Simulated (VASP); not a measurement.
# P under strain, part 2 of 4

How does the pressure of P answer to a change of volume? The bands are shown for each cell. All runs use LDA. Left out of this account: at least 1 further run (fields: a reference on another mesh). The start is a computed cell from the Materials Project.

VASP 6.6.1; LDA; plane waves and PAW (P).

So far, pressure (GPa): step 2 (bands, cell as listed) -3.13.

The starting crystal is not the ambient structure of P (space group No. 64); it is a model or a phase of other conditions.

## 3. Bands, volume times 1.04

The cell is expanded evenly, with fractional positions held.

INCAR

```
SYSTEM = P
PREC = Accurate
ENCUT = 400
EDIFF = 1E-06
NELM = 100
ISMEAR = -1
SIGMA = 0.05
LREAL = .FALSE.
ALGO = Normal
GGA = CA
NBANDS = 17
LORBIT = 11
LWAVE = .FALSE.
LCHARG = .FALSE.
KPAR = 2
```

POSCAR

```
P
1.0
    1.7484346925      1.0094592404      3.1708647352
   -1.7484346925      1.0094592404      3.1708647352
    0.0000000000     -2.0189184807      3.1708647352
P
2
Direct
    0.2270802500      0.2270802500      0.2270802500
    0.7729197500      0.7729197500      0.7729197500
```

KPOINTS

```
Automatic mesh
0
Gamma
13 13 13
0 0 0
```

KPOINTS_OPT

```
Line mode
16
Line-mode
Reciprocal
  0.00000000   0.00000000   0.00000000 GAMMA
  0.50000000   0.00000000   0.00000000 L

  0.50000000   0.00000000   0.00000000 L
  0.50000000   0.23423308  -0.23423308 B1

  0.76576692   0.50000000   0.23423308 B
  0.50000000   0.50000000   0.50000000 Z

  0.50000000   0.50000000   0.50000000 Z
  0.00000000   0.00000000   0.00000000 GAMMA

  0.00000000   0.00000000   0.00000000 GAMMA
  0.36711654   0.00000000  -0.36711654 X

  0.63288346   0.36711654   0.00000000 Q
  0.50000000   0.50000000   0.00000000 F

  0.50000000   0.50000000   0.00000000 F
  0.63288346   0.63288346   0.23423308 P1

  0.63288346   0.63288346   0.23423308 P1
  0.50000000   0.50000000   0.50000000 Z

  0.50000000   0.00000000   0.00000000 L
  0.76576692   0.36711654   0.36711654 P
```

Potentials, in the order of the species: P (LDA family, release 64).

On the command line:

```sh
mpirun -np 2 vasp_std
```

The log of the run:

```text
[... set-up lines as in an earlier step ...]
 entering main loop
       N       E                     dE             d eps       ncg     rms          rms(c)
DAV:   1     0.158928722972E+02    0.15893E+02   -0.36329E+03  7854   0.410E+02
DAV:   2    -0.112356918356E+02   -0.27129E+02   -0.25853E+02 10681   0.881E+01
DAV:   3    -0.121176009448E+02   -0.88191E+00   -0.87860E+00  9464   0.140E+01
DAV:   4    -0.121217052486E+02   -0.41043E-02   -0.41037E-02 10672   0.118E+00
DAV:   5    -0.121217282314E+02   -0.22983E-04   -0.22982E-04  9712   0.870E-02    0.664E+00
DAV:   6    -0.120818325114E+02    0.39896E-01   -0.77775E-03 10103   0.372E-01    0.392E+00
DAV:   7    -0.120603149895E+02    0.21518E-01   -0.16751E-02  9831   0.568E-01    0.920E-02
DAV:   8    -0.120603297430E+02   -0.14754E-04   -0.10135E-03  9009   0.158E-01    0.378E-02
DAV:   9    -0.120603332094E+02   -0.34664E-05   -0.29902E-05 10818   0.280E-02    0.261E-02
DAV:  10    -0.120603345744E+02   -0.13649E-05   -0.20740E-06  8662   0.678E-03    0.405E-03
DAV:  11    -0.120603344966E+02    0.77832E-07   -0.38320E-07  4798   0.289E-03
   1 F= -.12060334E+02 E0= -.12059213E+02  d E =-.224377E-02
 Start KPOINTS_OPT (optional k-point list driver)
k-point batch [1-144\144]
       N       E                     dE             ncg
DAV:   1     0.719045817733E+04   -0.33544E+05     4904
DAV:   2     0.329788525978E+04   -0.38926E+04     6733
DAV:   3     0.316814409142E+04   -0.12974E+03     5907
DAV:   4     0.316753596241E+04   -0.60813E+00     6538
DAV:   5     0.316753249996E+04   -0.34624E-02     5890
DAV:   6     0.316753247210E+04   -0.27866E-04     6482
DAV:   7     0.316753247186E+04   -0.23505E-06     4825
```

Wall time 32 s (2 MPI ranks of Intel Xeon Platinum 8559C (Emerald Rapids), shared host); peak memory 0.41 GiB; 62 s of CPU time.

Parts of OUTCAR (step 3):

```text
  LATTYP: Found a trigonal (rhomboedric) cell.
 ALAT       =     3.7590444266
 COS(alpha) =     0.5673129383

The static configuration has the point symmetry D_3d.

 Found    231 irreducible k-points:

   dimension x,y,z NGX =    28 NGY =   28 NGZ =   28
   dimension x,y,z NGXF=    56 NGYF=   56 NGZF=   56

   ENCUT  =  400.0 eV  29.40 Ry    5.42 a.u.   6.13  6.13  6.13*2*pi/ulx,y,z

   NELECT =      10.0000    total number of electrons

 E-fermi :   8.3672

 k-point     1 :       0.0000    0.0000    0.0000
  band No.  band energies     occupation
      1      -7.7311      2.00000
      2       4.4920      2.00000
      3       5.3444      2.00000
      4       5.5599      2.00000
      5       5.5599      2.00000
      6       9.6345      0.00000
      7      10.9398      0.00000
      8      10.9398      0.00000
      9      14.1542      0.00000
     10      14.1542      0.00000
    ...

 k-point     2 :       0.0769    0.0000    0.0000
  band No.  band energies     occupation
      1      -7.6385      2.00000
      2       3.7272      2.00000
      3       5.3240      2.00000
      4       5.4871      2.00000
      5       5.9405      2.00000
      6       9.8962      0.00000
      7      10.8887      0.00000
      8      10.9186      0.00000
      9      13.5675      0.00000
     10      13.7759      0.00000
    ...

  Total       -1.3334815     -1.3334815     -1.2974965      0.0000000     -0.0000000      0.0000000
  in kB      -63.6253809    -63.6253809    -61.9084017      0.0000000     -0.0000000      0.0000000
  external PRESSURE =     -63.0530545 kB  Pullay stress =       0.0000000 kB

  energy-cutoff  :      400.00
  volume of cell :       33.58
      direct lattice vectors                 reciprocal lattice vectors
     1.748434693  1.009459240  3.170864735     0.285970075  0.165104900  0.105123795
    -1.748434693  1.009459240  3.170864735    -0.285970075  0.165104900  0.105123795
     0.000000000 -2.018918481  3.170864735     0.000000000 -0.330209799  0.105123795

 POSITION                                       TOTAL-FORCE (eV/Angst)
 -----------------------------------------------------------------------------------
      0.00000      0.00000      2.16012         0.000000     -0.000000     -0.053872
      0.00000      0.00000      7.35247         0.000000      0.000000      0.053872
 -----------------------------------------------------------------------------------
    total drift:                                0.000000     -0.000000     -0.000000

  FREE ENERGIE OF THE ION-ELECTRON SYSTEM (eV)
  ---------------------------------------------------
  free  energy   TOTEN  =       -12.0603344966 eV

  energy  without entropy=      -12.0580907252  energy(sigma->0) =      -12.05921261

 total charge
# of ion       s       p       d       tot
------------------------------------------
    1        1.101   1.313   0.000   2.414
    2        1.101   1.313   0.000   2.414
--------------------------------------------------
tot          2.202   2.626   0.000   4.828

[... 2 parts as in an earlier step ...]

[... 7 further parts left out ...]
```

Numbers from this step:

* free energy (TOTEN): -12.06 eV
* energy at zero smearing: -12.06 eV
* Fermi energy: 8.367 eV
* pressure: -6.305 GPa

The electronic bands at the labelled points (eV, zero at the Fermi level; # counts the bands kept in this run, so #1 is VASP's band 2):

| point | #1 | #2 | #3 | #4 | #5 | #6 | #7 | #8 |
| --- | --- | --- | --- | --- | --- | --- | --- | --- |
| Γ | -3.88 | -3.02 | -2.81 | -2.81 | 1.27 | 2.57 | 2.57 | 5.79 |
| 0.53 of the way | -8.11 | -3.38 | -3.34 | -1.33 | 1.06 | 1.47 | 1.51 | 5.87 |
| L | -11.64 | -3.71 | -3.25 | -0.62 | -0.33 | 0.09 | 0.58 | 8.70 |
| 0.53 of the way | -11.42 | -6.46 | -4.03 | -2.65 | 0.35 | 3.64 | 4.03 | 7.10 |
| B1 | -10.68 | -7.22 | -6.67 | -1.60 | 1.07 | 4.74 | 4.84 | 6.92 |
| jump to B | -10.68 | -7.22 | -6.67 | -1.60 | 1.07 | 4.74 | 4.84 | 6.92 |
| 0.53 of the way | -10.14 | -5.90 | -4.62 | -0.72 | 0.39 | 3.68 | 4.05 | 6.84 |
| Z | -10.61 | -2.71 | -2.71 | -0.10 | -0.08 | -0.08 | 2.13 | 8.45 |
| 0.47 of the way | -8.30 | -2.80 | -2.80 | -0.31 | 0.93 | 0.93 | 1.96 | 6.54 |
| Γ | -3.88 | -3.02 | -2.81 | -2.81 | 1.27 | 2.57 | 2.57 | 5.79 |
| 0.47 of the way | -8.00 | -4.88 | -2.23 | -2.02 | 0.67 | 1.16 | 3.18 | 4.22 |
| X | -10.99 | -7.57 | -4.47 | -4.13 | 3.11 | 3.75 | 4.16 | 6.67 |
| jump to Q | -10.99 | -7.57 | -4.47 | -4.13 | 3.11 | 3.75 | 4.16 | 6.67 |
| 0.53 of the way | -10.01 | -7.24 | -5.01 | -4.85 | 1.17 | 5.20 | 5.58 | 7.61 |
| F | -9.84 | -6.68 | -5.22 | -5.17 | 0.20 | 5.78 | 7.14 | 7.84 |
| 0.53 of the way | -9.98 | -7.19 | -5.09 | -4.42 | 0.66 | 4.81 | 6.73 | 7.55 |
| P1 | -10.28 | -7.45 | -4.79 | -3.47 | 1.61 | 3.48 | 6.15 | 6.89 |
| 0.47 of the way | -10.15 | -6.09 | -3.90 | -1.93 | 1.76 | 2.53 | 4.63 | 6.50 |
| Z | -10.61 | -2.71 | -2.71 | -0.10 | -0.08 | -0.08 | 2.13 | 8.45 |
| jump to L | -11.64 | -3.71 | -3.25 | -0.62 | -0.33 | 0.09 | 0.58 | 8.70 |
| 0.47 of the way | -11.33 | -5.34 | -4.13 | -2.13 | 1.38 | 1.47 | 2.74 | 6.39 |
| P | -10.28 | -7.45 | -4.79 | -3.47 | 1.61 | 3.48 | 6.15 | 6.89 |

The electronic bands as a text plot (rows in eV, shown from -8.0 to 5.8 only; labels by their first letter):

```
    5.5 |****        **             * * *   **   ***
    4.9 | *          *****             *   ** * *   *   *      *
    4.3 |  *           ****             ***
    3.7 |           *      *              **   *     *   *
    3.2 |          *       **                 **      *       * *
    2.6 |***       *         *      ******    *        ** *    *
    2.0 |  **     *         * **** *   **   **  *     * ** *   *
    1.5 |*****                    *****  * * *       *       ** *
    0.9 |    ******  *****       *       ** *    *  *    ** **
    0.3 |     ***  **     ****  *         **      **      ***
   -0.3 |       ***         ******                         *
   -0.8 |     ****      ****      *                       * *
   -1.4 |   **         *           *                     *
   -2.0 | **      *  **             *   ***             *    *
   -2.6 |*          *         ************ **          *   *  *
   -3.1 |***********         *       ***    **        *   *    **
   -3.7 |     ****          *        *  *    **      *  *** **
   -4.3 |*          *      **         *  *    **    *  *      **
   -4.8 | *       *       *         *           ** ****  *   *  *
   -5.4 |            *     *           *  *       **          *
   -6.0 |  *       *  *  *         *    *  *            *
   -6.6 |           *   * *                 *     **           *
   -7.1 |            *****        *      *   *   *  *  *        *
   -7.7 |   *                                 ***    **
         Γ       L    B|B     Z      Γ        X|Q F  P    Z|L   P
```

Force by atom:

```csv
atom,x (eV/Å),y (eV/Å),z (eV/Å),size
P1,0.0000,0.0000,-0.0539,0.0539
P2,0.0000,0.0000,0.0539,0.0539
```

 The pressure is -6.31 GPa.

Of the bands kept, 2 cross the Fermi level on this path.

## 4. Bands, volume times 1.08

The cell is expanded evenly, with fractional positions held.

INCAR is that of step 3.

POSCAR

```
P
1.0
    1.7705691270      1.0222385621      3.2110065249
   -1.7705691270      1.0222385621      3.2110065249
    0.0000000000     -2.0444771241      3.2110065249
P
2
Direct
    0.2270802500      0.2270802500      0.2270802500
    0.7729197500      0.7729197500      0.7729197500
```

KPOINTS is that of step 3.

KPOINTS_OPT is that of step 3.

On the command line:

```sh
mpirun -np 2 vasp_std
```

The log of the run:

```text
[... set-up lines as in an earlier step ...]
 entering main loop
       N       E                     dE             d eps       ncg     rms          rms(c)
DAV:   1     0.158410607033E+02    0.15841E+02   -0.35705E+03  7854   0.406E+02
DAV:   2    -0.111665680937E+02   -0.27008E+02   -0.25769E+02 10803   0.873E+01
DAV:   3    -0.120498065467E+02   -0.88324E+00   -0.87974E+00  9416   0.140E+01
DAV:   4    -0.120541229139E+02   -0.43164E-02   -0.43157E-02 10713   0.120E+00
DAV:   5    -0.120541483307E+02   -0.25417E-04   -0.25416E-04  9667   0.915E-02    0.624E+00
DAV:   6    -0.120183530111E+02    0.35795E-01   -0.63517E-03 10067   0.337E-01    0.368E+00
DAV:   7    -0.119986102642E+02    0.19743E-01   -0.14214E-02  9656   0.526E-01    0.902E-02
DAV:   8    -0.119986554570E+02   -0.45193E-04   -0.82411E-04  9279   0.142E-01    0.291E-02
DAV:   9    -0.119986590499E+02   -0.35928E-05   -0.17965E-05 10848   0.216E-02    0.197E-02
DAV:  10    -0.119986597593E+02   -0.70942E-06   -0.14058E-06  7261   0.557E-03
   1 F= -.11998660E+02 E0= -.11997555E+02  d E =-.220859E-02
 Start KPOINTS_OPT (optional k-point list driver)
k-point batch [1-144\144]
       N       E                     dE             ncg
DAV:   1     0.654172084475E+04   -0.34218E+05     4904
DAV:   2     0.256208450100E+04   -0.39796E+04     6730
DAV:   3     0.242462313361E+04   -0.13746E+03     5997
DAV:   4     0.242395216059E+04   -0.67097E+00     6402
DAV:   5     0.242394807476E+04   -0.40858E-02     6060
DAV:   6     0.242394803985E+04   -0.34918E-04     6402
DAV:   7     0.242394803954E+04   -0.30709E-06     4985
```

Wall time 30 s (2 MPI ranks); peak memory 0.42 GiB.

OUTCAR, selected parts (step 4):

```text
  LATTYP: Found a trigonal (rhomboedric) cell.
 ALAT       =     3.8066323193
 COS(alpha) =     0.5673129383

The static configuration has the point symmetry D_3d.

 Found    231 irreducible k-points:

   ENCUT  =  400.0 eV  29.40 Ry    5.42 a.u.   6.21  6.21  6.21*2*pi/ulx,y,z

   NELECT =      10.0000    total number of electrons

 E-fermi :   7.8582

 k-point     1 :       0.0000    0.0000    0.0000
  band No.  band energies     occupation
      1      -7.8690      2.00000
      2       3.7431      2.00000
      3       4.9532      2.00000
      4       5.1368      2.00000
      5       5.1368      2.00000
      6       9.1248      0.00000
      7      10.4013      0.00000
      8      10.4013      0.00000
      9      13.6722      0.00000
     10      13.6722      0.00000
    ...

 k-point     2 :       0.0769    0.0000   -0.0000
  band No.  band energies     occupation
      1      -7.7793      2.00000
      2       3.0966      2.00000
      3       4.9310      2.00000
      4       5.0688      2.00000
      5       5.4339      2.00000
      6       9.3578      0.00000
      7      10.3350      0.00000
      8      10.3669      0.00000
      9      13.1268      0.00000
     10      13.3486      0.00000
    ...

  Total       -2.0217280     -2.0217280     -1.7762130      0.0000000     -0.0000000      0.0000000
  in kB      -92.8914454    -92.8914454    -81.6108779      0.0000000     -0.0000000      0.0000000
  external PRESSURE =     -89.1312562 kB  Pullay stress =       0.0000000 kB

  energy-cutoff  :      400.00
  volume of cell :       34.87
      direct lattice vectors                 reciprocal lattice vectors
     1.770569127  1.022238562  3.211006525     0.282395074  0.163040872  0.103809609
    -1.770569127  1.022238562  3.211006525    -0.282395074  0.163040872  0.103809609
     0.000000000 -2.044477124  3.211006525     0.000000000 -0.326081744  0.103809609

 POSITION                                       TOTAL-FORCE (eV/Angst)
 -----------------------------------------------------------------------------------
      0.00000      0.00000      2.18747         0.000000     -0.000000     -0.287260
      0.00000      0.00000      7.44555         0.000000      0.000000      0.287260
 -----------------------------------------------------------------------------------
    total drift:                                0.000000     -0.000000     -0.000000

  FREE ENERGIE OF THE ION-ELECTRON SYSTEM (eV)
  ---------------------------------------------------
  free  energy   TOTEN  =       -11.9986597593 eV

  energy  without entropy=      -11.9964511644  energy(sigma->0) =      -11.99755546

 total charge
# of ion       s       p       d       tot
------------------------------------------
    1        1.106   1.293   0.000   2.398
    2        1.106   1.293   0.000   2.398
--------------------------------------------------
tot          2.211   2.585   0.000   4.797

[... 3 parts as in an earlier step ...]

[... 7 further parts left out ...]
```

This step gave:

* SCF cycles: 10
* free energy (TOTEN): -12.00 eV
* energy at zero smearing: -12.00 eV
* Fermi energy: 7.858 eV
* pressure: -8.913 GPa

The electronic bands at the labelled points (eV, zero at the Fermi level; # counts the bands kept in this run, so #1 is VASP's band 2):

```
          point      #1     #2     #3     #4     #5     #6    #7    #8
              Γ   -4.11  -2.90  -2.72  -2.72   1.27   2.54  2.54  5.81
0.53 of the way   -8.03  -3.26  -3.22  -1.37   1.03   1.45  1.52  5.82
              L  -11.40  -3.58  -3.14  -0.57  -0.36   0.07  0.63  8.68
0.53 of the way  -11.21  -6.22  -3.88  -2.58   0.39   3.49  3.90  7.03
             B1  -10.52  -6.94  -6.41  -1.58   1.04   4.73  4.84  6.73
      jump to B  -10.52  -6.94  -6.41  -1.58   1.04   4.73  4.84  6.73
0.47 of the way   -9.84  -6.13  -4.84  -0.76   0.49   4.02  4.04  6.86
              Z  -10.37  -2.61  -2.61  -0.24  -0.03  -0.03  1.98  8.36
0.53 of the way   -7.64  -2.71  -2.71  -0.62   1.21   1.21  1.75  6.42
              Γ   -4.11  -2.90  -2.72  -2.72   1.27   2.54  2.54  5.81
0.53 of the way   -8.54  -5.12  -2.14  -2.11   0.45   1.05  3.45  4.55
              X  -10.81  -7.27  -4.29  -4.01   3.02   3.58  4.25  6.40
      jump to Q  -10.81  -7.27  -4.29  -4.01   3.02   3.58  4.25  6.40
0.47 of the way   -9.91  -7.09  -4.77  -4.62   1.56   4.83  5.21  7.20
              F   -9.65  -6.54  -5.03  -4.96   0.39   5.54  6.90  7.49
0.53 of the way   -9.80  -6.96  -4.91  -4.29   0.82   4.65  6.52  7.22
             P1  -10.11  -7.17  -4.62  -3.39   1.68   3.40  6.01  6.62
0.53 of the way  -10.03  -5.43  -3.58  -1.62   1.43   2.18  4.04  6.64
              Z  -10.37  -2.61  -2.61  -0.24  -0.03  -0.03  1.98  8.36
      jump to L  -11.40  -3.58  -3.14  -0.57  -0.36   0.07  0.63  8.68
0.47 of the way  -11.10  -5.14  -3.98  -2.09   1.32   1.48  2.68  6.41
              P  -10.11  -7.17  -4.62  -3.39   1.68   3.40  6.01  6.62
```

The electronic bands as a text plot (rows in eV, shown from -8.0 to 5.8 only; labels by their first letter):

```
    5.5 |****        **             * ***   *    ***   *       *
    4.9 | **         ****              *   **** **  *          *
    4.4 |              ***              ***     *       *
    3.8 |           *     **               *   *     *   *
    3.2 |          **      **             *   **      *       * *
    2.6 |**                  *      ******    *        ** *    *
    2.1 |  **     **          **** *   **    *  *     *  * *   *
    1.5 |*****              *     *****  *  **       *  *    ** *
    0.9 |    ******  *****       *       ****    *  *    ** **
    0.3 |     *** ***     **** **         **      **      * *
   -0.2 |       **          ******                         *
   -0.8 |      ***       ***      *                       * *
   -1.4 |   ***        **          *                     *   *
   -2.0 |  *      *  **                 ****            *
   -2.5 |**        **        ************* **          *   *  **
   -3.1 |***********        **       ***    **        *  **     *
   -3.7 |     ****  *                   *     *      *  * * **
   -4.3 |*                 **        **  *    ***   * **     ***
   -4.8 | *       *  *    *         *     *     ******   *      *
   -5.4 |          *     * *           *   *                  *
   -6.0 |  *        * * * *        *    *               *
   -6.6 |              * *                  **    **           *
   -7.1 |   *        ** *         *      *    ****  ****        *
   -7.7 |
         Γ       L    B|B     Z      Γ        X|Q F  P    Z|L   P
```

Force by atom:

```
atom  x (eV/Å)  y (eV/Å)  z (eV/Å)   size
  P1     0.000     0.000    -0.287  0.287
  P2     0.000     0.000     0.287  0.287
```

 The pressure is -8.91 GPa.

Of the bands kept, 2 cross the Fermi level on this path.

[end of part 2 of 4]

[Lines on the potential files, build, host, timing and source positions are cut from VASP's logs without a mark.]

[Logs are printed without paths, hosts, clocks, repeated set-up lines and the standing remarks that a program may print on its own settings, such as how far it seeks lower states.]

[Hosts, paths, dates, database ids (printed as entryN), source tags and the programs' standing remarks are cut or masked in the printed files.]

[A measured line is paired with the nearest computed mode of its activity, which favours agreement.]

[In band tables of VASP the shares of atoms and orbitals are scaled to a sum of 1 inside the atoms' spheres.]
